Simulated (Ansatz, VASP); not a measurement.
## Zn2C: VASP beside Ansatz

One calculation is typed for both programs; each brings its own data sets. How far apart do they land? The cell is generated by rule, not measured, and may not be a known phase. The cell is taken from a series of runs on this material, whose earlier steps may have relaxed, scaled, displaced or heated it; both programs get it as it stands.

Program: Ansatz 0.2.0. Level of theory: plane waves, with VASP 6.6.1 beside it; relaxation of cell and atoms at r2SCAN. Results are calculated unless marked as measured.

The structure was built from a prototype and need not be the compound's stable phase.

**1. The structure**

The structure is cubic, space group Pn-3m (No. 224). Conventional cell: a = 4.451 Å, b = 4.451 Å, c = 4.451 Å, α = 90.00°, β = 90.00°, γ = 90.00°. Nearest to C lie 4 Zn at 1.93 Å. Nearest to Zn lie 2 C at 1.93 Å. Farther neighbours are not listed.

**2. Ansatz: relaxation of cell and atoms, r2SCAN**

Ansatz runs on its default PAW (the set named soft_2) files.

The relaxed volume is the usual yardstick between codes: in a stiff, nearly cubic crystal its relative difference is about their pressure difference at one cell divided by the bulk modulus.

input.yaml

```yaml
crystal:
  lattice:
    - [4.4505756034, 0.0, 0.0]
    - [0.0, 4.4505756034, 0.0]
    - [0.0, 0.0, 4.4505756034]
  atoms:
    - { symbol: C, position: [0.0, 0.0, 0.0] }
    - { symbol: C, position: [0.5, 0.5, 0.5] }
    - { symbol: Zn, position: [0.25, 0.25, 0.25] }
    - { symbol: Zn, position: [0.75, 0.75, 0.25] }
    - { symbol: Zn, position: [0.75, 0.25, 0.75] }
    - { symbol: Zn, position: [0.25, 0.75, 0.75] }
kpoints:
  mp_grid: { grid: [6, 6, 6] }
hamiltonian:
  xc: r2scan
scf:
  occupations: { method: fixed }
output:
  forces: true
  stress: true
  eigenvalues: true
relax:
  adjacent_minimum: "off"
  f_tol: 0.001
  max_steps: 60
  cell: { stress_tol: 0.01 }
```

Launch:

```console
$ ansatz run input.yaml --threads 8 --pin off --max-ram 14336MiB --backend cpu --events-out ev --progress --plain --runs-dir out
```

Numbers of over 12 decimals in the logs are rounded to 6 here.

What it wrote:

```text
Engine: ansatz 0.2.0, aarch64-unknown-linux-gnu
Pseudopotentials: kind: paw
Pseudopotential: C, paw, valence charge 4, recommended cutoff 500 eV (meta_gga), C.paw.azcp
Pseudopotential: Zn, paw, valence charge 12, recommended cutoff 500 eV (meta_gga), Zn.paw.azcp
Functional definition: r2SCAN
  parameter k0 = 0.174
  parameter k1 = 0.065
  parameter a1 = 4.9479
  exchange = r2scan_x(k0 = k0, k1 = k1, a1 = a1)
  correlation = r2scan_c
Crystal: 6 atoms, lattice volume = 88.155 Å³
Basis set: ecut = 500 eV, 2205 PW (Γ), exchange–correlation on 144×144×144 points (64 copies of the dense FFT grid, shifted against one another)
Bands: 34, of which v1, the nominal top of the filled ones, is band 28 counted from 1 (27 counted from 0)
Symmetry: 48 space group operations
Space group: Pn-3m (ITA 224), of the structure as read, at distance tolerance 4.5e-5 Å
k-points: 20 of 216
Non-local potential: C, projectors of the file, l = 0: 2, l = 1: 2, l = 2: 1
Non-local potential: Zn, projectors of the file, l = 0: 2, l = 1: 2, l = 2: 3, l = 3: 1
PAW form: soft (Blöchl's): semilocal exchange-correlation on the pseudo side does not see the compensation charge
PAW frozen core: C, regenerated for the run's functional (the file was generated under x = pbe(κ = 0.804, μ = 0.219515), c = pbe(β = 0.066725))
PAW frozen core: Zn, regenerated for the run's functional (the file was generated under x = pbe(κ = 0.804, μ = 0.219515), c = pbe(β = 0.066725))
PAW one-centre angular grid: C, 302 points (default); XC on 239 of its mesh's 2573 points in the sphere
PAW one-centre angular grid: Zn, 590 points (default); XC on 261 of its mesh's 2673 points in the sphere
Initial density: superposition of atomic densities (neutral atoms: chi_scale 0, normalization atom), corrected by the library's trained network
Initial wavefunctions: pseudopotential atomic-orbital guess
Functional: x = r2scan, c = r2scan; τ floored in thin density (d = 2e-4 eV/Å³)
SCF iter   1: F=—  HF=-13802.695642 eV  |F-HF|=—  |Δ(HF+E_count)|=         —  Δρ=1.75e-2  dr2=1.48e-1  dr2_τ=1.78e-1  ethr=1.77e-3  ⟨swp⟩=4.3  Hψ=2618  notcnv=0  defer=71
preconditioner: auto → Resta (q_TF=auto, 2.530 Å⁻¹)  ε∞=8.4  [insulator: Δε(μ)=0.972 eV  Ē_g=10.847 eV  n_scr=26 (ndim 8)  ℏωp=29.6 eV  f_vac=0.000  ε∞_Penn≈8.4]
SCF iter   2: F=—  HF=-13802.690692 eV  |F-HF|=—  |Δ(HF+E_count)|=   4.95e-3  Δρ=2.31e-3  dr2=2.04e-3  dr2_τ=1.38e-3  ethr=2.64e-4  ⟨swp⟩=2.0  Hψ=1446  notcnv=0  defer=68
SCF iter   3: F=—  HF=-13802.683883 eV  |F-HF|=—  |Δ(HF+E_count)|=   6.81e-3  Δρ=2.94e-3  dr2=4.15e-3  dr2_τ=3.97e-5  ethr=3.65e-6  ⟨swp⟩=2.5  Hψ=1263  notcnv=0  defer=77
SCF iter   4: F=—  HF=-13802.682816 eV  |F-HF|=—  |Δ(HF+E_count)|=   1.07e-3  Δρ=4.60e-4  dr2=1.14e-4  dr2_τ=3.41e-5  ethr=3.65e-6  ⟨swp⟩=2.0  Hψ=1218  notcnv=0  defer=77
SCF iter   5: F=—  HF=-13802.682865 eV  |F-HF|=—  |Δ(HF+E_count)|=   4.82e-5  Δρ=1.98e-4  dr2=1.90e-5  dr2_τ=9.55e-7  ethr=2.03e-7  ⟨swp⟩=2.0  Hψ=1202  notcnv=0  defer=37
SCF iter   6: F=—  HF=-13802.682894 eV  |F-HF|=—  |Δ(HF+E_count)|=   2.98e-5  Δρ=7.24e-5  dr2=4.70e-6  dr2_τ=4.96e-8  ethr=3.39e-8  ⟨swp⟩=2.0  Hψ=1138  notcnv=0  defer=36
SCF iter   7: F=—  HF=-13802.682897 eV  |F-HF|=—  |Δ(HF+E_count)|=   2.67e-6  Δρ=1.40e-5  dr2=1.97e-7  dr2_τ=1.60e-9  ethr=8.39e-9  ⟨swp⟩=2.1  Hψ=1141  notcnv=0  defer=36
SCF iter   8: F=-13802.682897 eV  HF=-13802.682897 eV  |F-HF|=1.36e-9  |Δ(HF+E_count)|=   3.60e-8  Δρ=1.23e-6  dr2=1.54e-9  dr2_τ=3.02e-11  ethr=1.79e-10  ⟨swp⟩=9.3  Hψ=3244  notcnv=0
SCF 1 converged in 8 iterations: F = -13802.682897 eV  dr2 = 1.54e-9
  greatest PAW one-centre occupation: 0.985 electrons in one spin orbital (limit 2), on the Zn atom at site 4 (counted from 0), in its partial waves of l = 2
relax step   1: F+E_penalty+E_count = -13802.68289706 eV  Δ(F+E_penalty+E_count) = +0.000e0 eV  max|allowed force component| = 3.855e-18 eV/Å  Δτ_max = 0.0000 Å  P = -0.013 GPa  Ω = 88.155 Å³  (8 SCF iters, dr2 threshold 1.00e-7 eV, accepted)
[...]
relax step   2: F+E_penalty+E_count = -13802.68289900 eV  Δ(F+E_penalty+E_count) = -1.937e-6 eV  max|allowed force component| = 7.710e-18 eV/Å  Δτ_max = 0.0000 Å  P = -0.005 GPa  Ω = 88.149 Å³  energy of the carried Pulay correction = +1.594e-6 eV  (6 SCF iters, dr2 threshold 3.94e-10 eV, accepted)
[...]
relax step   3: F+E_penalty+E_count = -13802.68289900 eV  Δ(F+E_penalty+E_count) = -6.912e-11 eV  max|allowed force component| = 3.855e-18 eV/Å  Δτ_max = 0.0000 Å  P = -0.005 GPa  Ω = 88.149 Å³  stress off target by 5.46e-3 GPa  SCF on the basis re-selected at this cell (its energy is not comparable with the rows above)  (5 SCF iters)
basis re-selected at this cell: Δ(F+E_penalty+E_count) = -6.912e-11 eV, ΔP = -0.000 GPa vs the last step (what re-selecting the basis moved, of the pressure what is left beyond the Pulay correction that the steps carried, after the strain that the cell walked since its last selection, with what the two solves' SCF thresholds leave and, on support functions, any second-order correction that the steps lacked; it is no  [...]
SCF converged after 5 iterations
Free energy (F): -13802.682899 eV
Harris-Foulkes:  -13802.682899 eV  (|F-HF|=1.82e-12)
Internal energy: -13802.682899 eV  (E = F + TS)
E sigma→0 (E₀):  -13802.682899 eV
Fermi energy:    6.885376 eV
--- Per-component energies (eV) ---
  E_band       = 75.792584
  E_kinetic    = 693.956903
  E_local      = -7059.670110  (includes V_loc(G=0)·N_el)
  E_nonlocal   = 2503.329429
  E_hartree    = 2940.643830
  E_xc         = -591.707695
  E_vxc        = -346.511309  (∫ρ·V_xc dr)
  E_paw        = -7578.641205  (= ΣΔE_a)
  E_vpaw       = -1615.600857  (= ΣTr[D̂ρ^β])
  E_aug_tail   = -0.000207  (compensation charges beyond the density's cutoff)
  E_vtau       = 19.001004  (kinetic-family band-sum trace: ∫τ·v_τ [+ j·A + Jᵃ·Aᵃ] dr)
  E_ewald      = -4709.813823
  E_core_change = -0.780022  (= ΣΔE_core)
  E_smearing   = -0.000000  (= −TS)
  E_closure    = 0.000000  (closes the sum)
  Σ components = -13802.682899   (vs F -13802.682899, Δ=0.00e0)
--- Forces (eV/Å), atoms counted from 1 ---
  atom   1  C     -0.00000000     0.00000000     0.00000000
  atom   2  C      0.00000000     0.00000000    -0.00000000
  atom   3  Zn     0.00000000     0.00000000     0.00000000
  atom   4  Zn     0.00000000     0.00000000     0.00000000
  atom   5  Zn     0.00000000    -0.00000000    -0.00000000
  atom   6  Zn     0.00000000    -0.00000000    -0.00000000
  max |Σ_I F_I| component: 4.63e-18 eV/Å
--- Stress (GPa, compression-positive) ---
       -0.005463      -0.000000       0.000000
       -0.000000      -0.005463       0.000000
        0.000000       0.000000      -0.005463
  P = ⅓ Tr σ = -0.0055 GPa (-0.055 kbar)
--- Band table (eV; the first three rows and the last of 20) ---
  k-point 0: bands = [... 24 lower, 5.5554, 6.4584, 6.4584, 6.4584, 7.8585, 7.8585, 9.4361, 15.1540, ... 2 higher]
  k-point 1: bands = [... 24 lower, 5.5935, 5.8142, 6.4771, 6.4771, 8.1410, 9.2000, 10.1287, 13.7800, ... 2 higher]
  k-point 2: bands = [... 24 lower, 5.6852, 5.6852, 6.4868, 6.4868, 8.9532, 11.3435, 11.3477, 11.8677, ... 2 higher]
  k-point 19: bands = [... 24 lower, 4.0197, 4.3311, 4.3311, 4.3311, 11.8277, 11.8277, 11.8277, 14.0088, ... 2 higher]
--- Relaxed structure (2 steps of the walk, 2 accepted, 1 SCFs on fresh bases) ---
  F+E_penalty+E_count = -13802.68289900 eV   max|allowed force component| = 3.855e-18 eV/Å   (the final SCF, on the basis selected at the relaxed cell)
  cell:  # Å, volume = 88.1492 Å³
    - [4.450473, 0.0, 0.0]
    - [0.0, 4.450473, 0.0]
    - [0.0, 0.0, 4.450473]
  atoms:
    - { symbol: C, position: [0, 0, 0] }
    - { symbol: C, position: [0.500000, 0.500000, 0.500000] }
    - { symbol: Zn, position: [0.250000, 0.250000, 0.250000] }
    - { symbol: Zn, position: [0.750000, 0.750000, 0.250000] }
    - { symbol: Zn, position: [0.750000, 0.250000, 0.750000] }
    - { symbol: Zn, position: [0.250000, 0.750000, 0.750000] }
```

(Part 1 of 2 ends here.)

[Lines on the potential files, build, host, timing and source positions are cut from VASP's logs without a mark.]

[Logs are printed without paths, hosts, clocks, repeated set-up lines and the standing remarks that a program may print on its own settings, such as how far it seeks lower states.]

[Hosts, paths, dates, database ids (printed as entryN), source tags and the programs' standing remarks are cut or masked in the printed files.]
